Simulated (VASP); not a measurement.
Level of theory: PBEsol GGA, VASP's PBE PAW potentials (set 64) (plane waves; VASP).

A VASP calculation is set up with these files.

INCAR:
```
ALGO  =  Normal
EDIFF  =  1E-6
ENCUT  =  400
GGA  =  PS
ISIF  =  2
ISMEAR  =  0
LASPH  =  T
LCHARG  =  F
LMAXMIX  =  4
LREAL  =  F
LWAVE  =  F
NELM  =  100
PREC  =  Accurate
SIGMA  =  0.05
SYSTEM  =  ZrS2
```

File POSCAR:
```
ZrS2
3.73320
  0.5000000000  -0.8660253938   0.0000000000
  0.5000000000   0.8660253938   0.0000000000
  0.0000000000   0.0000000000   1.5901639344
Zr S
1 2
Cartesian
  0.0000000000   0.0000000000   0.0000000000
  0.5000000000   0.2886757086   0.3975409836
  0.5000000000  -0.2886757086   1.1926229508
```

### KPOINTS
```
Automatic mesh
0
Gamma
6 6 4
0 0 0
```

POTCAR, in this order: Zr_sv S (PBE.64 set). Program: vasp_std.

### Question
Estimate the energy per atom (σ→0), pressure, largest force, band gap (on the k-mesh).

### Answer

The energy per atom (σ→0) comes out as -7.478 eV/atom and the band gap (on the k-mesh) is 0.77 eV. The pressure comes out as -6.54 GPa and the largest force comes out as 0.01584 Ha/bohr.

File OSZICAR:
```
...
DAV:   8    -0.224323544984E+02    0.77524E-02   -0.89481E-02  1064   0.198E+00    0.673E-01
DAV:   9    -0.224326542267E+02   -0.29973E-03   -0.93102E-03  1112   0.709E-01    0.428E-01
DAV:  10    -0.224328147546E+02   -0.16053E-03   -0.19358E-03  1120   0.332E-01    0.154E-01
DAV:  11    -0.224327562151E+02    0.58540E-04   -0.27971E-04  1016   0.100E-01    0.451E-02
DAV:  12    -0.224327706820E+02   -0.14467E-04   -0.69056E-05   968   0.479E-02    0.262E-02
DAV:  13    -0.224327690947E+02    0.15874E-05   -0.41778E-06   856   0.114E-02    0.128E-02
DAV:  14    -0.224327691735E+02   -0.78780E-07   -0.10178E-06   768   0.584E-03
   1 F= -.22432769E+02 E0= -.22432769E+02  d E =-.560946E-14
```

The compound is ZrS2 in the 1T layered structure. The cell was not relaxed at this level. The run is one of a series of settings (GGA = PS against the base run), some of them coarse on purpose.
